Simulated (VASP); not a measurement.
Runs of VASP 6.6.1 on Y2CF2. The structure is trigonal, space group P-3m1 (No. 164). The conventional cell has a = 3.665 Å, b = 3.665 Å, c = 6.297 Å, α = 90.00°, β = 90.00°, γ = 120.00°. Around Y (site symmetry 3m) lie 4 F at 2.41 to 2.45 Å and 3 C at 2.51 Å. Around C (site symmetry -3m) lie 6 Y at 2.51 Å. Around F (site symmetry 3m) lie 4 Y at 2.41 to 2.45 Å and 3 F at 2.48 Å. The cell comes from a database or a generator and needn't be the stable form of this composition.

| task | level | potentials or basis | spin | cell | k mesh | cutoff (eV) | monkhorst-Pack mesh | gap on the mesh (eV) | pressure (GPa) | largest force (eV/Å) |
| --- | --- | --- | --- | --- | --- | --- | --- | --- | --- | --- |
| relaxation of cell and atoms | PBEsol | VASP PAW PBE potentials, release 64 (Y_sv, C, F) | off | relaxed | 9 × 9 × 4 | 600 | - | 1.10 | 0.1 | 0.01 |
| dielectric tensor | PBE | VASP PAW PBE potentials, release 64 (Y_sv, C, F) | off | P-3m1, 14.39 Å³/atom | 12 × 12 × 6 | 520 | no | 1.12 | - | - |
| band structure | LDA | VASP PAW LDA potentials, release 64 (Y_sv, C, F) | off | P-3m1, 14.39 Å³/atom | 9 × 9 × 4 | 520 | - | 1.07 | -3.7 | 0.14 |
| optical spectrum | PBE | VASP PAW PBE potentials, release 64 (Y_sv, C, F) | off | P-3m1, 14.39 Å³/atom | 9 × 9 × 4 | 520 | - | 1.17 | 4.7 | (a) |
| band structure | PBE | VASP PAW PBE potentials, release 64 (Y_sv, C, F) | SOC, no magnetisation | P-3m1, 14.39 Å³/atom | 6 × 6 × 3 | 520 | - | - | 4.7 | (b) |

Alike in all rows: smearing gaussian 0.03 eV.

Q: Fill in the values left out.

A: (a) 0.12; (b) 0.13.

Caveats: an odd mesh through Γ misses points on the zone boundary, where band edges often lie (some runs); the PAW data sets were made with another functional, which shifts forces and pressure a little (some runs); spectra need much finer meshes, so this one isn't converged (some runs); independent-particle spectra lack excitons (some runs).

A k mesh can miss the band edges, and rows without SOC leave out spin-orbit coupling on Y.
